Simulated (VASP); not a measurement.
An input for Quantum ESPRESSO's pw.x (written as the equivalent of a VASP run, and not itself run):

```
&CONTROL
  calculation = 'scf'
  pseudo_dir = './pseudo'
  outdir = './out'
  tprnfor = .true.
  tstress = .true.
/
&SYSTEM
  ibrav = 0
  nat = 2
  ntyp = 2
  ecutwfc = 88
  occupations = 'smearing'
  smearing = 'gaussian'
  degauss = 0.003675
  input_dft = 'pbe'
/
&ELECTRONS
  conv_thr = 7.3e-08
  electron_maxstep = 100
/
ATOMIC_SPECIES
  Be 9.012 Be.upf
  Se 78.971 Se.upf
CELL_PARAMETERS angstrom
     0.0000000    2.5700000    2.5700000
     2.5700000    0.0000000    2.5700000
     2.5700000    2.5700000    0.0000000
ATOMIC_POSITIONS crystal
  Be   0.0000000  0.0000000  0.0000000
  Se   0.2500000  0.2500000  0.2500000
K_POINTS automatic
  8 8 8 0 0 0
```

Q: Write the VASP files for the same calculation (PBE).

A: One answer among several that fit: 
INCAR:
```
SYSTEM = BeSe
PREC = Accurate
ENCUT = 400
EDIFF = 1E-6
NELM = 100
ALGO = Normal
LREAL = .FALSE.
LASPH = .TRUE.
ISMEAR = 0
SIGMA = 0.05
GGA = PE
LMAXMIX = 4
LWAVE = .FALSE.
LCHARG = .FALSE.
ISIF = 2
```

KPOINTS:
```
Automatic mesh
0
Gamma
8 8 8
0 0 0
```

### POSCAR
```
BeSe
1
    0.0000000000     2.5700000000     2.5700000000
    2.5700000000     0.0000000000     2.5700000000
    2.5700000000     2.5700000000     0.0000000000
Be Se
1 1
Direct
  0.0000000000   0.0000000000   0.0000000000
  0.2500000000   0.2500000000   0.2500000000
```

POTCAR, in this order: Be Se (PBE.64 set). Program: vasp_std.

What does not carry over: the potentials are each code's own (VASP's PAW set, PseudoDojo norm-conserving files in pw.x), so ENCUT and ecutwfc are chosen apart and not converted; conv_thr bounds pw.x's estimated SCF error, while EDIFF bounds the energy change between steps.

The compound is BeSe in the zinc blende structure. The cell was not relaxed at this level.
